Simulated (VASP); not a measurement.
Crystal: MoS2.

```xyz
6
Lattice="3.1610 0.0000 0.0000 -1.5805 2.7375 0.0000 0.0000 0.0000 12.2950" Properties=species:S:1:pos:R:3 pbc="T T T"
Mo    0.0000    1.8250    3.0737
Mo    1.5805    0.9125    9.2212
S     1.5805    0.9125    4.6388
S     1.5805    0.9125    1.5087
S     0.0000    1.8250   10.7863
S     0.0000    1.8250    7.6562
```

The cell was built by a generator and needn't be a form met in nature.

Base run:

```yaml
Program: VASP 6.6.1
Functional: PBEsol
Potentials_or_basis: VASP PAW PBE potentials, release 64 (Mo_sv, S)
Cutoff: 520 eV
k_mesh: 8 × 8 × 2
Occupations: fermi-dirac, width 0.05 eV
Spin: no spin polarisation
```

Its results: band gap on the k mesh 0.95 eV, indirect (least direct gap 1.96 eV); pressure -2.2 GPa; largest force 0.263 eV/Å.

**Question.** The run is repeated on the same cell with these changes: functional from PBEsol to vdW-DF2. What comes out?

**Answer.** Band gap on the k mesh 0.97 eV, indirect (least direct gap 1.94 eV); pressure 13.4 GPa; largest force 0.885 eV/Å.

Caveats: the PAW data sets were made with another functional, which shifts forces and pressure a little; this functional lacks dispersion, which binds the layers, so the pressure and a relaxed spacing across them are unreliable (some runs).

A k mesh can miss the band edges.
